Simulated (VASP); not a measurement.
These are HSE06 screened hybrid, VASP's PBE PAW potentials (set 64) (plane waves; VASP) values and carry that method's errors.

A VASP calculation is set up with these files.

POSCAR:
```
ZnSe
1
    0.0000000000     2.7810334571     2.7810334571
    2.7810334571     0.0000000000     2.7810334571
    2.7810334571     2.7810334571     0.0000000000
Zn Se
1 1
Direct
  1.0000000000   0.0000000000   1.0000000000
  0.2500000000   0.2500000000   0.2500000000
```

INCAR:
```
SYSTEM = ZnSe
PREC = Accurate
ENCUT = 520
EDIFF = 1E-6
NELM = 60
ALGO = Normal
LREAL = .FALSE.
LASPH = .TRUE.
ISMEAR = 0
SIGMA = 0.05
GGA = PE
HFSCREEN = 0.2
AEXX = 0.25
LHFCALC = .TRUE.
PRECFOCK = Fast
ISYM = 3
LMAXMIX = 4
LWAVE = .FALSE.
LCHARG = .FALSE.
ISIF = 2
```

### KPOINTS
```
Automatic mesh
0
Gamma
6 6 6
0 0 0
```

POTCAR, in this order: Zn Se (PBE.64 set). Program: vasp_std. Read from the step before: WAVECAR.

The resulting files:

**OSZICAR**
```
       N       E                     dE             d eps       ncg     rms          rms(c)
DAV:   1    -0.741281382084E+01   -0.74128E+01   -0.75186E-01   531   0.291E+01    0.209E+00
DAV:   2    -0.739465628351E+01    0.18158E-01   -0.20881E-01   496   0.102E+01    0.113E+00
DAV:   3    -0.739526697357E+01   -0.61069E-03   -0.20141E-02   506   0.257E+00    0.728E-01
DAV:   4    -0.739501924503E+01    0.24773E-03   -0.16846E-03   476   0.568E-01    0.426E-01
DAV:   5    -0.739490586349E+01    0.11338E-03   -0.20987E-04   555   0.186E-01    0.246E-01
DAV:   6    -0.739487912581E+01    0.26738E-04   -0.44642E-05   466   0.669E-02    0.139E-01
DAV:   7    -0.739486797573E+01    0.11150E-04   -0.46156E-06   466   0.277E-02    0.777E-02
DAV:   8    -0.739486337895E+01    0.45968E-05   -0.14516E-06   441   0.119E-02    0.423E-02
DAV:   9    -0.739486156710E+01    0.18119E-05   -0.52507E-07   248   0.667E-03    0.231E-02
DAV:  10    -0.739486103964E+01    0.52746E-06   -0.24373E-07   208   0.471E-03
   1 F= -.73948610E+01 E0= -.73948610E+01  d E =-.413467E-16
```

**OUTCAR**
```
------------------------ aborting loop because EDIFF is reached ----------------------------------------
  FORCE on cell =-STRESS in cart. coord.  units (eV):
  Direction    XX          YY          ZZ          XY          YZ          ZX
  --------------------------------------------------------------------------------------
  Total        1.4553277      1.4553277      1.4553277     -0.0000000      0.0000000      0.0000000
  in kB       54.2029266     54.2029266     54.2029266     -0.0000000      0.0000000      0.0000000
  external PRESSURE =      54.2029266 kB  Pullay stress =       0.0000000 kB
  volume of cell :       43.02
      direct lattice vectors                 reciprocal lattice vectors
     0.000000000  2.781033457  2.781033457    -0.179789279  0.179789279  0.179789279
     2.781033457  0.000000000  2.781033457     0.179789279 -0.179789279  0.179789279
     2.781033457  2.781033457  0.000000000     0.179789279  0.179789279 -0.179789279
  FREE ENERGIE OF THE ION-ELECTRON SYSTEM (eV)
  ---------------------------------------------------
  free  energy   TOTEN  =        -7.3948610396 eV

  energy  without entropy=       -7.3948610396  energy(sigma->0) =       -7.39486104

  exchange ACFDT corr.  =         0.00000000  see jH, gK, PRB 81, 115126
```
(Selected blocks of OUTCAR.)

The compound is ZnSe in the zinc blende structure. This cell is one point of a volume scan, at 0.91 of the reference volume. The cell's shape comes from a PBE relaxation.
